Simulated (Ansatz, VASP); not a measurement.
# TiB2: VASP beside Ansatz

Aim: how closely do two programs agree when they are given the same cell, functional and k mesh? The cell is taken from a series of runs on this material, whose earlier steps may have relaxed, scaled, displaced or heated it; both programs get it as it stands.

Calculated with Ansatz 0.2.0; plane waves, with VASP 6.6.1 beside it; zone-centre phonons at LDA.

### Step 1. Starting point

The structure is hexagonal, space group P6/mmm (No. 191). Conventional cell: a = 3.011 Å, b = 3.011 Å, c = 3.186 Å, α = 90.00°, β = 90.00°, γ = 120.00°. Nearest to B lie 3 B at 1.74 Å and 6 Ti at 2.36 Å. Ti has 12 B at 2.36 Å nearest. Farther neighbours are not listed.

### Step 2. Ansatz: zone-centre phonons, LDA

Ansatz runs on its PAW soft_1 files.

Second derivatives magnify differences that forces hide, and they need a tight electronic threshold.

File input.yaml:

```yaml
crystal:
  lattice:
    - [3.0109362237, 0.0, 0.0]
    - [-1.5054681119, 2.6075472589, 0.0]
    - [0.0, 0.0, 3.1861993161]
  atoms:
    - { symbol: B, position: [0.3333333333, 0.6666666667, 0.5] }
    - { symbol: B, position: [0.6666666667, 0.3333333333, 0.5] }
    - { symbol: Ti, position: [0.0, 0.0, 0.0] }
kpoints:
  mp_grid: { grid: [18, 18, 16] }
hamiltonian:
  xc: lda
  pseudopotentials: { kind: paw, azcp: { folder: soft_1 }, xc_functional: pbe }
scf:
  occupations: { method: methfessel_paxton, width: 0.2 }
output:
  eigenvalues: true
phonons:
  method: dfpt
```

Started as:

```
ansatz run input.yaml --threads 4 --pin off --max-ram 10240MiB --backend cpu --events-out ev --progress --plain --runs-dir out
```

Numbers of over 12 decimals in the logs are rounded to 6 here.

What it wrote:

```text
zone centre: on kpoints.mp_grid the ground state, and the responses unless they are solved on pairs of k-points, stand on 819 of the mesh's 5184 k-points, reduced under 4 symmetry operations, with k and −k counted as one. Each operation leaves every solved displacement unchanged or reverses it
Engine: ansatz 0.2.0, x86_64-unknown-linux-gnu
Pseudopotentials: kind: paw
Pseudopotential: B, paw, valence charge 3, recommended cutoff 420 eV (normal), soft_1/B.paw.azcp
Pseudopotential: Ti, paw, valence charge 12, recommended cutoff 420 eV (normal), soft_1/Ti.paw.azcp
Functional definition: SPW92
  exchange = slater_x
  correlation = pw_c
Crystal: 3 atoms, lattice volume = 25.015 Å³
Basis set: ecut = 420 eV, 467 PW (Γ), exchange–correlation on 48×48×48 points (8 copies of the dense FFT grid, shifted against one another)
Bands: 13, of which v1, the nominal top of the filled ones, is band 9 counted from 1 (8 counted from 0)
Symmetry: 24 space group operations
k-points: 819 of 5184 (irreducible under 4 space group operations, time reversal used)
Non-local potential: B, projectors of the file, l = 0: 2, l = 1: 2, l = 2: 1
Non-local potential: Ti, projectors of the file, l = 0: 3, l = 1: 2, l = 2: 3, l = 3: 1
PAW form: soft (Blöchl's): semilocal exchange-correlation on the pseudo side does not see the compensation charge
PAW frozen core: B, regenerated for the run's functional, and the local potential with it (the file was generated under x = pbe(κ = 0.804, μ = 0.219515), c = pbe(β = 0.066725))
PAW frozen core: Ti, regenerated for the run's functional, and the local potential with it (the file was generated under x = pbe(κ = 0.804, μ = 0.219515), c = pbe(β = 0.066725))
PAW one-centre angular grid: B, 110 points (default); XC on 64 Gauss nodes
PAW one-centre angular grid: Ti, 590 points (default); XC on 64 Gauss nodes
Initial density: superposition of atomic densities (chi_scale 0.1, normalization cell, long waves kept (reshape's long-wave potential 0.00 eV rms))
Initial wavefunctions: pseudopotential atomic-orbital guess
Functional: x = slater, c = lda
SCF iter   1: F=—  HF=-2754.507261 eV  |F-HF|=—  |Δ(HF+E_count)|=         —  Δρ=1.10e-1  dr2=4.73e0  ethr=3.10e-3  ⟨swp⟩=4.3  Hψ=50208  notcnv=0
preconditioner: auto → none  [metal: Δε(μ)=0.015 eV  Ē_g=9.523 eV  σ=0.200 eV  W_gap=0.06  n_scr=8 (ndim 8)  ℏωp=23.5 eV  f_vac=0.000  D(μ)=0.42/eV (n_scr^D=0)  sad-step TF]
SCF iter   2: F=—  HF=-2753.868536 eV  |F-HF|=—  |Δ(HF+E_count)|=   6.39e-1  S|Δr|=    0.00e0  Δρ=7.28e-2  dr2=2.25e0  ethr=3.10e-3  ⟨swp⟩=2.0  Hψ=20342  notcnv=0
SCF iter   3: F=—  HF=-2753.308824 eV  |F-HF|=—  |Δ(HF+E_count)|=   5.60e-1  S|Δr|=    0.00e0  Δρ=8.84e-3  dr2=2.34e-2  ethr=3.10e-3  ⟨swp⟩=3.0  Hψ=20584  notcnv=0
SCF iter   4: F=—  HF=-2753.306166 eV  |F-HF|=—  |Δ(HF+E_count)|=   2.66e-3  S|Δr|=    0.00e0  Δρ=1.01e-3  dr2=2.83e-4  ethr=1.30e-4  ⟨swp⟩=1.8  Hψ=18584  notcnv=0
SCF iter   5: F=—  HF=-2753.306180 eV  |F-HF|=—  |Δ(HF+E_count)|=   1.37e-5  S|Δr|=    0.00e0  Δρ=3.26e-4  dr2=4.40e-5  ethr=1.57e-6  ⟨swp⟩=2.0  Hψ=14763  notcnv=0
SCF iter   6: F=—  HF=-2753.306172 eV  |F-HF|=—  |Δ(HF+E_count)|=   7.93e-6  S|Δr|=    0.00e0  Δρ=7.20e-5  dr2=1.48e-6  ethr=2.44e-7  ⟨swp⟩=2.4  Hψ=14767  notcnv=0
SCF iter   7: F=—  HF=-2753.306172 eV  |F-HF|=—  |Δ(HF+E_count)|=   3.07e-7  S|Δr|=    0.00e0  Δρ=5.06e-6  dr2=4.77e-9  ethr=8.21e-9  ⟨swp⟩=2.8  Hψ=16870  notcnv=0
SCF iter   8: F=—  HF=-2753.306172 eV  |F-HF|=—  |Δ(HF+E_count)|=   3.06e-9  S|Δr|=    0.00e0  Δρ=1.05e-6  dr2=3.13e-10  ethr=2.65e-11  ⟨swp⟩=2.0  Hψ=17033  notcnv=0
SCF iter   9: F=—  HF=-2753.306172 eV  |F-HF|=—  |Δ(HF+E_count)|=  8.73e-11  S|Δr|=    0.00e0  Δρ=2.00e-7  dr2=1.34e-11  ethr=1.74e-12  ⟨swp⟩=2.9  Hψ=17906  notcnv=0
SCF iter  10: F=-2753.306172 eV  HF=-2753.306172 eV  |F-HF|=0.00e0  |Δ(HF+E_count)|=  3.18e-12  S|Δr|=    0.00e0  Δρ=6.73e-9  dr2=1.70e-14  ethr=1.00e-12  ⟨swp⟩=4.7  Hψ=37309  notcnv=0
SCF 1 converged in 10 iterations: F = -2753.306172 eV  dr2 = 1.70e-14
  greatest PAW one-centre occupation: 0.998 electrons in one spin orbital (limit 2), on the Ti atom at site 2 (counted from 0), in its partial waves of l = 0
DFPT response loops at Γ: preconditioner auto → Kerker (q_TF=auto, 2.583 Å⁻¹) (partly filled bands, converged f_vac=0.000); β = 1.00, the filter's whole step (`scf.mixing.beta` (0.50) is not read by the response loops under this deck's `scf.mixing.preconditioner`; to damp them name `kerker` or `kerker_dos`, under which they read `scf.mixing.beta`, and type it under 1.00, their step now; both keys bind the ground state too); Broyden in place of MSR1
SCF converged after 10 iterations
Stability not checked: this state was not tested for a lower state beside it, because cold or Methfessel-Paxton smearing, or corrected tetrahedra, fill the levels in a way that the test cannot read (fill_not_monotonic; see scf.lower_state_search)
Free energy (F): -2753.306172 eV
Harris-Foulkes:  -2753.306172 eV  (|F-HF|=0.00e0)
Internal energy: -2753.306747 eV  (E = F + TS)
E sigma→0 (E₀):  -2753.306316 eV
Entropy (-TS):   0.000576 eV (0.192 meV/atom)
Fermi energy:    15.241893 eV
--- Per-component energies (eV) ---
  E_band       = -89.508302
  E_kinetic    = 385.501346
  E_local      = -831.870446  (includes V_loc(G=0)·N_el)
  E_nonlocal   = 81.268760
  E_hartree    = 341.378142
  E_xc         = -183.854515
  E_vxc        = -226.575763  (∫ρ·V_xc dr)
  E_paw        = -1138.158225  (= ΣΔE_a)
  E_vpaw       = -180.588402  (= ΣTr[D̂ρ^β])
  E_aug_tail   = -0.000077  (compensation charges beyond the density's cutoff)
  E_ewald      = -1407.989351
  E_core_change = 0.417619  (= ΣΔE_core)
  E_smearing   = 0.000576  (= −TS)
  E_closure    = 0.000000  (closes the sum)
  Σ components = -2753.306172   (vs F -2753.306172, Δ=0.00e0)
--- Band table (eV; the first three rows and the last of 819) ---
  k-point 0: bands = [... 5 lower, 12.5111, 12.5111, 13.0155, 13.0480, 17.1663, 17.1663, 19.0076, 19.0076]
  k-point 1: bands = [... 5 lower, 12.2409, 12.5538, 12.5538, 13.7686, 17.0179, 17.0179, 18.9121, 18.9121]
  k-point 2: bands = [... 5 lower, 11.4097, 12.6813, 12.6813, 14.4488, 16.6580, 16.6580, 18.6376, 18.6376]
  k-point 818: bands = [... 5 lower, 8.0950, 9.9259, 11.1606, 12.4272, 17.7341, 18.4733, 19.1610, 19.9442]
--- Phonons (Γ-DFPT): 4 representative perturbations + reference, on 819 of 5184 k-points (Σ response iterations 12) ---
  k mesh reduced under 4 symmetry operations, with k and −k counted as one. Each operation leaves every solved displacement unchanged or reverses it
  ASR residual: 2.271e-6 → 0.000e0 eV/Å²; symmetrization residual: 5.507e-7 eV/Å²
  ASR residual per site (eV/Å²): 2.27e-6 2.27e-6 1.02e-6
  Γ frequencies (cm⁻¹): 0.00 0.00 0.00 520.83 520.83 521.10 561.93 894.03 894.03
  non-analytic LO–TO correction: not included (Born effective charges unavailable; polar crystals: no LO–TO splitting at Γ)
```

[end of part 1 of 2]

[Lines on the potential files, build, host, timing and source positions are cut from VASP's logs without a mark.]

[Logs are printed without paths, hosts, clocks, repeated set-up lines and the standing remarks that a program may print on its own settings, such as how far it seeks lower states.]

[Hosts, paths, dates, database ids (printed as entryN), source tags and the programs' standing remarks are cut or masked in the printed files.]
